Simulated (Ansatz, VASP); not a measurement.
# Si3Ge5 (amorphous Si0.375Ge0.625): VASP beside Ansatz

Wanted: the spread between two codes on one cell, functional and k mesh. The structure shown is the start of the Ansatz relaxation below; VASP solves that cell, so the two are compared at the walk's first step.

Program: Ansatz 0.2.0. Level of theory: plane waves, with VASP 6.6.1 beside it; single point at PBE. Results are calculated unless marked as measured.

## Step 1: Starting point

The cell holds 72 atoms: 27 Si and 45 Ge. Its edges and angles: a = 11.756 Å, b = 11.756 Å, c = 11.756 Å, α = 90.0°, β = 90.0°, γ = 90.0°. As first built, before any earlier steps moved the atoms (in the runner's words): 72 atoms (27 Si, 45 Ge) placed at random at 4.12 g/cm^3, melted at 3500 K for 10 ps at fixed volume with the Tersoff potential (Tersoff, Phys. Rev. B 39, 5566 (1989)). Quenched from 3500 K to 300 K at 20 K/ps and fixed volume, annealed at 800 K for 20 ps, held 5 ps, then minimised at fixed cell.

## Step 2: Ansatz: relaxation, PBE

Ansatz runs on its default PAW (the set named soft_2) files.

The two programs are compared at the cell with which this relaxation starts, whose forces are those of its first step.

Input file input.yaml:

```yaml
crystal:
  lattice:
    - [11.7556, 0.0, 0.0]
    - [0.0, 11.7556, 0.0]
    - [0.0, 0.0, 11.7556]
  atoms:
    - { symbol: Si, position: [0.65761, 0.25684, 0.74792] }
    - { symbol: Si, position: [0.30238, 0.29961, 0.37025] }
    - { symbol: Si, position: [0.44413, 0.65142, 0.81128] }
    - { symbol: Si, position: [0.9417, 0.73104, 0.49694] }
    - { symbol: Si, position: [0.62147, 0.97989, 0.60477] }
    - { symbol: Si, position: [0.5655, 0.2931, 0.08334] }
    - { symbol: Si, position: [0.37245, 0.50835, 0.9431] }
    - { symbol: Si, position: [0.32654, 0.08925, 0.63668] }
    - { symbol: Si, position: [0.64926, 0.91132, 0.91378] }
    - { symbol: Si, position: [0.69656, 0.19187, 0.38759] }
    - { symbol: Si, position: [0.92659, 0.85628, 0.10181] }
    - { symbol: Si, position: [0.59855, 0.18183, 0.56526] }
    - { symbol: Si, position: [0.73522, 0.52384, 0.41365] }
    - { symbol: Si, position: [0.47069, 0.01655, 0.91477] }
    - { symbol: Si, position: [0.00552, 0.25626, 0.76552] }
    - { symbol: Si, position: [0.96566, 0.93918, 0.50724] }
    - { symbol: Si, position: [0.6813, 0.88192, 0.42119] }
    - { symbol: Si, position: [0.99637, 0.34619, 0.26642] }
    - { symbol: Si, position: [0.10121, 0.28592, 0.42587] }
    - { symbol: Si, position: [0.08833, 0.61177, 0.43372] }
    - { symbol: Si, position: [0.4456, 0.95568, 0.72082] }
    - { symbol: Si, position: [0.40512, 0.24599, 0.54067] }
    - { symbol: Si, position: [0.15168, 0.10893, 0.74798] }
    - { symbol: Si, position: [0.4883, 0.47628, 0.10874] }
    - { symbol: Si, position: [0.97625, 0.01642, 0.22008] }
    - { symbol: Si, position: [0.10349, 0.92747, 0.35196] }
    - { symbol: Si, position: [0.79225, 0.71032, 0.36804] }
    - { symbol: Ge, position: [0.21175, 0.75457, 0.37582] }
    - { symbol: Ge, position: [0.31861, 0.66723, 0.22537] }
    - { symbol: Ge, position: [0.8266, 0.169, 0.81704] }
    - { symbol: Ge, position: [0.86295, 0.49768, 0.01211] }
    - { symbol: Ge, position: [0.50071, 0.5311, 0.65102] }
    - { symbol: Ge, position: [0.34762, 0.32461, 0.85707] }
    - { symbol: Ge, position: [0.53535, 0.56179, 0.44443] }
    - { symbol: Ge, position: [0.62026, 0.6443, 0.1053] }
    - { symbol: Ge, position: [0.04036, 0.37198, 0.94681] }
    - { symbol: Ge, position: [0.75846, 0.33963, 0.10437] }
    - { symbol: Ge, position: [0.34366, 0.83282, 0.51324] }
    - { symbol: Ge, position: [0.15445, 0.66312, 0.09606] }
    - { symbol: Ge, position: [0.29078, 0.03516, 0.05156] }
    - { symbol: Ge, position: [0.68098, 0.45364, 0.71708] }
    - { symbol: Ge, position: [0.34117, 0.12078, 0.26175] }
    - { symbol: Ge, position: [0.75979, 0.97219, 0.07214] }
    - { symbol: Ge, position: [0.12626, 0.86912, 0.02247] }
    - { symbol: Ge, position: [0.19225, 0.19811, 0.94004] }
    - { symbol: Ge, position: [0.30373, 0.78991, 0.72405] }
    - { symbol: Ge, position: [0.51074, 0.76413, 0.40955] }
    - { symbol: Ge, position: [0.79221, 0.35533, 0.31006] }
    - { symbol: Ge, position: [0.16664, 0.50146, 0.59723] }
    - { symbol: Ge, position: [0.39771, 0.47884, 0.29852] }
    - { symbol: Ge, position: [0.13696, 0.63788, 0.75132] }
    - { symbol: Ge, position: [0.83534, 0.16289, 0.02502] }
    - { symbol: Ge, position: [0.84818, 0.6689, 0.16636] }
    - { symbol: Ge, position: [0.12952, 0.90842, 0.80896] }
    - { symbol: Ge, position: [0.84026, 0.49755, 0.58917] }
    - { symbol: Ge, position: [0.26819, 0.0227, 0.44166] }
    - { symbol: Ge, position: [0.94287, 0.87967, 0.70919] }
    - { symbol: Ge, position: [0.82735, 0.02866, 0.37539] }
    - { symbol: Ge, position: [0.61847, 0.71045, 0.90693] }
    - { symbol: Ge, position: [0.02683, 0.20374, 0.1117] }
    - { symbol: Ge, position: [0.7651, 0.97705, 0.75718] }
    - { symbol: Ge, position: [0.62086, 0.95874, 0.22716] }
    - { symbol: Ge, position: [0.17057, 0.5403, 0.93331] }
    - { symbol: Ge, position: [0.3451, 0.39682, 0.65839] }
    - { symbol: Ge, position: [0.54739, 0.15519, 0.2407] }
    - { symbol: Ge, position: [0.00735, 0.36879, 0.5962] }
    - { symbol: Ge, position: [0.51953, 0.2176, 0.89796] }
    - { symbol: Ge, position: [0.02481, 0.55573, 0.2409] }
    - { symbol: Ge, position: [0.77819, 0.58977, 0.84386] }
    - { symbol: Ge, position: [0.08798, 0.10672, 0.53857] }
    - { symbol: Ge, position: [0.49407, 0.78576, 0.197] }
    - { symbol: Ge, position: [0.92644, 0.66951, 0.70189] }
kpoints:
  mp_grid: { grid: [1, 1, 1] }
hamiltonian:
  xc: pbe
scf:
  occupations: { method: fermi_dirac, width: 0.025 }
output:
  forces: true
relax:
  f_tol: 0.04
  max_steps: 250
  cell: {}
```

Command:

```
> ansatz run input.yaml --threads 4 --pin off --max-ram 8192MiB --backend cpu --events-out ev --progress --plain --runs-dir out
```

Numbers of over 12 decimals in the logs are rounded to 6 here.

Log:

```text
Engine: ansatz 0.2.0, aarch64-unknown-linux-gnu
Pseudopotentials: kind: paw
Pseudopotential: Si, paw, valence charge 4, recommended cutoff 420 eV (normal), Si.paw.azcp
Pseudopotential: Ge, paw, valence charge 14, recommended cutoff 420 eV (normal), Ge.paw.azcp
Functional definition: PBE
  parameter kappa = 0.804
  parameter beta = 0.066725
  exchange = pbe_x(kappa = kappa, mu = beta*pi^2/3)
  correlation = pbe_c(beta = beta)
Crystal: 72 atoms, lattice volume = 1624.555 Å³
Basis set: ecut = 420 eV, 31559 PW (Γ), exchange–correlation on 160×160×160 points (8 copies of the dense FFT grid, shifted against one another)
Bands: 443, of which v1, the nominal top of the filled ones, is band 369 counted from 1 (368 counted from 0)
Symmetry: 1 space group operations
Space group: P1 (ITA 1), of the structure as read, at distance tolerance 1.2e-4 Å
k-points: 1
Non-local potential: Si, projectors of the file, l = 0: 2, l = 1: 2, l = 2: 2
Non-local potential: Ge, projectors of the file, l = 0: 2, l = 1: 2, l = 2: 3, l = 3: 1
PAW form: soft (Blöchl's): semilocal exchange-correlation on the pseudo side does not see the compensation charge
PAW one-centre angular grid: Si, 110 points (default); XC on 64 Gauss nodes
PAW one-centre angular grid: Ge, 590 points (default); XC on 64 Gauss nodes
Initial density: superposition of atomic densities (neutral atoms: chi_scale 0, normalization atom), corrected by the library's trained network
Initial wavefunctions: pseudopotential atomic-orbital guess
Functional: x = pbe(κ = 0.804, μ = 0.219515), c = pbe(β = 0.066725)
SCF iter   1: F=—  HF=-210420.605422 eV  |F-HF|=—  |Δ(HF+E_count)|=         —  Δρ=4.15e-3  dr2=1.24e0  ethr=1.77e-3  ⟨swp⟩=6.0  Hψ=1662  notcnv=0  defer=1
preconditioner: auto → LDOS  [insulator: Δε(μ)=0.171 eV  Ē_g=19.343 eV  σ=0.025 eV  W_gap=0.94  n_scr=388 (ndim 8)  ℏωp=25.0 eV  f_vac=0.045  D(μ)=5.39/eV (n_scr^D=18)  ε∞_Penn≈2.7  β→1.0]
SCF iter   2: F=—  HF=-210420.551986 eV  |F-HF|=—  |Δ(HF+E_count)|=   5.34e-2  Δρ=2.91e-3  dr2=1.03e0  ethr=1.69e-4  ⟨swp⟩=4.0  Hψ=911  notcnv=0  defer=57
SCF iter   3: F=—  HF=-210420.419324 eV  |F-HF|=—  |Δ(HF+E_count)|=   1.33e-1  Δρ=6.08e-4  dr2=3.30e-2  ethr=1.40e-4  ⟨swp⟩=3.0  Hψ=500  notcnv=0  defer=57
SCF iter   4: F=—  HF=-210420.416678 eV  |F-HF|=—  |Δ(HF+E_count)|=   2.65e-3  Δρ=1.89e-4  dr2=1.42e-3  ethr=4.47e-6  ⟨swp⟩=2.0  Hψ=507  notcnv=0  defer=57
SCF iter   5: F=—  HF=-210420.416607 eV  |F-HF|=—  |Δ(HF+E_count)|=   7.06e-5  Δρ=6.07e-5  dr2=1.52e-4  ethr=1.93e-7  ⟨swp⟩=2.0  Hψ=752  notcnv=0  defer=57
SCF iter   6: F=—  HF=-210420.416568 eV  |F-HF|=—  |Δ(HF+E_count)|=   3.95e-5  Δρ=2.14e-5  dr2=1.58e-5  ethr=2.06e-8  ⟨swp⟩=2.0  Hψ=751  notcnv=0  defer=57
SCF iter   7: F=—  HF=-210420.416353 eV  |F-HF|=—  |Δ(HF+E_count)|=   2.15e-4  Δρ=7.58e-6  dr2=2.00e-6  ethr=2.14e-9  ⟨swp⟩=2.0  Hψ=587  notcnv=0  defer=57
SCF iter   8: F=—  HF=-210420.416353 eV  |F-HF|=—  |Δ(HF+E_count)|=   4.38e-7  Δρ=2.54e-6  dr2=2.35e-7  ethr=2.71e-10  ⟨swp⟩=2.0  Hψ=536  notcnv=0  defer=57
SCF iter   9: F=-210420.416353 eV  HF=-210420.416353 eV  |F-HF|=4.66e-9  |Δ(HF+E_count)|=   3.72e-8  Δρ=8.61e-7  dr2=2.33e-8  ethr=1.36e-11  ⟨swp⟩=4.0  Hψ=1305  notcnv=0
SCF 1 converged in 9 iterations: F = -210420.416353 eV  dr2 = 2.33e-8
  greatest PAW one-centre occupation: 0.998 electrons in one spin orbital (limit 2), on the Ge atom at site 69 (counted from 0), in its partial waves of l = 2
relax step   1: F+E_penalty+E_count = -210420.41635341 eV  Δ(F+E_penalty+E_count) = +0.000e0 eV  max|allowed force component| = 7.119e-1 eV/Å  Δτ_max = 0.0000 Å  P = +0.976 GPa  Ω = 1624.555 Å³  (9 SCF iters, dr2 threshold 1.00e-7 eV, accepted)
Crystal: 72 atoms, lattice volume = 1645.820 Å³
Basis set: ecut = 420 eV, 32171 PW (Γ), exchange–correlation on 160×160×160 points (8 copies of the dense FFT grid, shifted against one another)
Initial density: handed on by an earlier stage of this run
Initial wavefunctions: those handed on with the density
iter 1 solved again at ethr=6.92e-5 eV; its pass at ethr=3.10e-3 eV (dr2=5.10e-1 eV) is discarded
SCF iter   1: F=—  HF=-210422.105414 eV  |F-HF|=—  |Δ(HF+E_count)|=         —  Δρ=7.00e-3  dr2=5.20e-1  ethr=6.92e-5  ⟨swp⟩=9.0  Hψ=1985  notcnv=0  defer=1
preconditioner: auto → Resta (q_TF=auto, 2.387 Å⁻¹)  ε∞=2.7  [insulator: Δε(μ)=0.234 eV  Ē_g=19.296 eV  σ=0.025 eV  W_gap=0.98  n_scr=382 (ndim 8)  ℏωp=24.9 eV  f_vac=0.049  D(μ)=1.58/eV (n_scr^D=0)  ε∞_Penn≈2.7]
SCF iter   2: F=—  HF=-210422.068389 eV  |F-HF|=—  |Δ(HF+E_count)|=   3.70e-2  Δρ=3.75e-3  dr2=1.63e-1  ethr=6.92e-5  ⟨swp⟩=2.0  Hψ=522  notcnv=0  defer=60
SCF iter   3: F=—  HF=-210422.086572 eV  |F-HF|=—  |Δ(HF+E_count)|=   1.82e-2  Δρ=1.59e-3  dr2=2.59e-1  ethr=2.21e-5  ⟨swp⟩=2.0  Hψ=492  notcnv=0  defer=60
[...]
atom  32  Ge     0.00148045     0.00115106     0.00218776
  atom  33  Ge     0.00317026    -0.00295471     0.00212146
  atom  34  Ge    -0.00464435    -0.00738730     0.00409709
  atom  35  Ge    -0.00672353    -0.00713628     0.00736873
  atom  36  Ge     0.00098989    -0.02886803     0.01607017
  atom  37  Ge     0.00397742    -0.00499386    -0.00660413
  atom  38  Ge     0.00260638    -0.00670706     0.00225917
  atom  39  Ge    -0.01127932     0.00301646     0.00316667
  atom  40  Ge     0.00213637     0.00086332    -0.01124523
  atom  41  Ge    -0.00444193     0.00615836     0.00031075
  atom  42  Ge     0.00181254     0.01193850    -0.00286854
  atom  43  Ge     0.00958703    -0.00292446    -0.00387872
  atom  44  Ge    -0.00153803    -0.00422008    -0.00151707
  atom  45  Ge    -0.00709157     0.02269766     0.00240235
  atom  46  Ge    -0.00642479    -0.00824469     0.00406581
  atom  47  Ge     0.00899315    -0.00420419     0.00804893
  atom  48  Ge     0.00207885    -0.00282446    -0.00151545
  atom  49  Ge    -0.00045302    -0.00135431     0.00016788
  atom  50  Ge     0.00876023     0.00369773    -0.00411048
  atom  51  Ge     0.01416363    -0.00715145    -0.00216776
  atom  52  Ge     0.00592703     0.00705878     0.00491591
  atom  53  Ge     0.01383270    -0.00865328    -0.00590665
  atom  54  Ge     0.00258065     0.02372584     0.00155822
  atom  55  Ge     0.00026516    -0.00399926    -0.00910045
[...]
atom  65  Ge     0.00399365     0.00470764    -0.00971050
  atom  66  Ge    -0.00061745    -0.00485808    -0.00375365
  atom  67  Ge     0.00252236    -0.00639389    -0.00461981
  atom  68  Ge     0.00028199     0.00136237    -0.00373295
  atom  69  Ge    -0.00135860     0.00293569     0.00007966
  atom  70  Ge    -0.00411770     0.00411438    -0.00144248
  atom  71  Ge     0.00197877     0.00311513     0.00551079
  atom  72  Ge    -0.00431881     0.00047931     0.00424672
  max |Σ_I F_I| component: 3.25e-6 eV/Å
--- Stress (GPa, compression-positive) ---
        0.004871      -0.003483       0.011210
       -0.003483       0.019392      -0.004674
        0.011210      -0.004674      -0.004725
  P = ⅓ Tr σ = 0.0065 GPa (0.065 kbar)
--- Relaxed structure (13 steps of the walk, 12 accepted, 1 SCFs on fresh bases) ---
  F+E_penalty+E_count = -210422.94434509 eV   max|allowed force component| = 2.887e-2 eV/Å   (the final SCF, on the basis selected at the relaxed cell)
  cell:  # Å, volume = 1630.0374 Å³
    - [11.996063, 0.083379, 0.068905]
    - [0.083379, 11.623520, 0.226686]
    - [0.068905, 0.226686, 11.695560]
  atoms:
    - { symbol: Si, position: [0.652727, 0.255110, 0.749027] }
    - { symbol: Si, position: [0.301528, 0.296119, 0.367616] }
    - { symbol: Si, position: [0.443326, 0.648823, 0.811716] }
    - { symbol: Si, position: [0.926512, 0.732085, 0.488016] }
    - { symbol: Si, position: [0.611091, 0.985584, 0.597152] }
    - { symbol: Si, position: [0.561160, 0.297968, 0.082557] }
    - { symbol: Si, position: [0.364267, 0.510450, 0.945147] }
    - { symbol: Si, position: [0.302578, 0.098854, 0.647879] }
    - { symbol: Si, position: [0.655902, 0.914435, 0.912150] }
    - { symbol: Si, position: [0.696665, 0.209870, 0.393928] }
    - { symbol: Si, position: [0.950554, 0.869881, 0.112975] }
    - { symbol: Si, position: [0.589893, 0.189906, 0.568143] }
    - { symbol: Si, position: [0.734297, 0.534063, 0.402548] }
    - { symbol: Si, position: [0.482215, 0.014417, 0.913401] }
    - { symbol: Si, position: [0.011126, 0.245228, 0.758402] }
    - { symbol: Si, position: [0.961470, 0.936491, 0.499874] }
    - { symbol: Si, position: [0.671563, 0.886430, 0.413707] }
    - { symbol: Si, position: [0.996870, 0.337465, 0.259670] }
    - { symbol: Si, position: [0.107280, 0.273832, 0.416724] }
    - { symbol: Si, position: [0.080003, 0.614050, 0.441963] }
    - { symbol: Si, position: [0.445577, 0.974348, 0.719836] }
    - { symbol: Si, position: [0.394309, 0.245747, 0.541442] }
    - { symbol: Si, position: [0.153861, 0.098316, 0.791351] }
    - { symbol: Si, position: [0.478981, 0.479487, 0.112003] }
    - { symbol: Si, position: [0.981726, 0.024246, 0.239617] }
    - { symbol: Si, position: [0.119596, 0.949826, 0.366590] }
    - { symbol: Si, position: [0.782391, 0.724398, 0.352944] }
    - { symbol: Ge, position: [0.200731, 0.759824, 0.381001] }
    - { symbol: Ge, position: [0.312132, 0.673366, 0.229318] }
    - { symbol: Ge, position: [0.828062, 0.166149, 0.802813] }
    - { symbol: Ge, position: [0.862484, 0.514099, 0.00344165] }
    - { symbol: Ge, position: [0.501864, 0.532526, 0.651242] }
    - { symbol: Ge, position: [0.334631, 0.319566, 0.870517] }
    - { symbol: Ge, position: [0.531448, 0.561824, 0.437344] }
    - { symbol: Ge, position: [0.614231, 0.638694, 0.122163] }
    - { symbol: Ge, position: [0.023218, 0.381875, 0.928749] }
    - { symbol: Ge, position: [0.750528, 0.351558, 0.088535] }
    - { symbol: Ge, position: [0.347416, 0.801293, 0.516606] }
    - { symbol: Ge, position: [0.154160, 0.654914, 0.103245] }
    - { symbol: Ge, position: [0.326677, -0.0099037, 0.072813] }
    - { symbol: Ge, position: [0.682686, 0.454368, 0.716580] }
    - { symbol: Ge, position: [0.356142, 0.118044, 0.269060] }
    - { symbol: Ge, position: [0.774987, 0.969340, 0.064890] }
    - { symbol: Ge, position: [0.140513, 0.862654, 0.023745] }
    - { symbol: Ge, position: [0.216629, 0.164519, 0.978029] }
    - { symbol: Ge, position: [0.328485, 0.806088, 0.728833] }
    - { symbol: Ge, position: [0.506320, 0.771516, 0.382914] }
    - { symbol: Ge, position: [0.795698, 0.365430, 0.296551] }
    - { symbol: Ge, position: [0.168472, 0.516522, 0.607042] }
    - { symbol: Ge, position: [0.388531, 0.481952, 0.302052] }
    - { symbol: Ge, position: [0.100147, 0.640731, 0.761676] }
[...]
- { symbol: Ge, position: [0.564270, 0.154707, 0.245897] }
    - { symbol: Ge, position: [0.024251, 0.369039, 0.583295] }
    - { symbol: Ge, position: [0.515809, 0.217012, 0.900596] }
    - { symbol: Ge, position: [0.027232, 0.548599, 0.254799] }
    - { symbol: Ge, position: [0.757185, 0.599934, 0.841016] }
    - { symbol: Ge, position: [0.103168, 0.095724, 0.535342] }
    - { symbol: Ge, position: [0.472439, 0.809239, 0.162114] }
    - { symbol: Ge, position: [0.901896, 0.653629, 0.694265] }
```

In the SCF lines HF is the Harris–Foulkes energy and dr2 the Hartree energy of the density residual, in eV; the loop may stop once dr2 is under the threshold and the program's other checks hold. Hψ counts applications of the Hamiltonian.

(Part 1 of 2 ends here.)

[Lines on the potential files, build, host, timing and source positions are cut from VASP's logs without a mark.]

[Logs are printed without paths, hosts, clocks, repeated set-up lines and the standing remarks that a program may print on its own settings, such as how far it seeks lower states.]

[Hosts, paths, dates, database ids (printed as entryN), source tags and the programs' standing remarks are cut or masked in the printed files.]
